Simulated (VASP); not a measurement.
OSZICAR of a VASP run on NaI (rock salt):

### OSZICAR
```
       N       E                     dE             d eps       ncg     rms          rms(c)
DAV:   1     0.791337107302E+02    0.79134E+02   -0.65735E+03   440   0.107E+03
DAV:   2     0.888710584051E+00   -0.78245E+02   -0.72992E+02   500   0.234E+02
DAV:   3    -0.553565747609E+01   -0.64244E+01   -0.63862E+01   536   0.685E+01
DAV:   4    -0.573159760780E+01   -0.19594E+00   -0.19575E+00   540   0.123E+01
DAV:   5    -0.573657397346E+01   -0.49764E-02   -0.49762E-02   531   0.200E+00    0.143E+00
DAV:   6    -0.567909847774E+01    0.57475E-01   -0.78092E-02   500   0.243E+00    0.954E-01
DAV:   7    -0.566898542981E+01    0.10113E-01   -0.58848E-02   514   0.181E+00    0.501E-01
DAV:   8    -0.566990199518E+01   -0.91657E-03   -0.33108E-03   479   0.687E-01    0.973E-02
DAV:   9    -0.566987351594E+01    0.28479E-04   -0.10409E-04   524   0.140E-01    0.266E-02
DAV:  10    -0.566987846550E+01   -0.49496E-05   -0.22079E-05   497   0.661E-02    0.545E-03
DAV:  11    -0.566987861056E+01   -0.14506E-06   -0.25163E-06   497   0.197E-02
   1 F= -.56698786E+01 E0= -.56698786E+01  d E =-.566988E+01
```

Task: Which electronic solver shows in the log?

Result: It is blocked Davidson (ALGO = Normal, or the opening steps of other solvers). The INCAR had ALGO = Normal.

Task: Can the final energy be trusted as converged?

Result: The run converged. It stopped with EDIFF = 1E-6, NELM = 100, NSW = 60 and EDIFFG = -0.01 after 1 ionic step (PBEsol GGA, plane waves, VASP's PBE PAW potentials (set 64)).

The compound is NaI in the rock salt structure. It was relaxed first. The start is the result of an earlier pass.
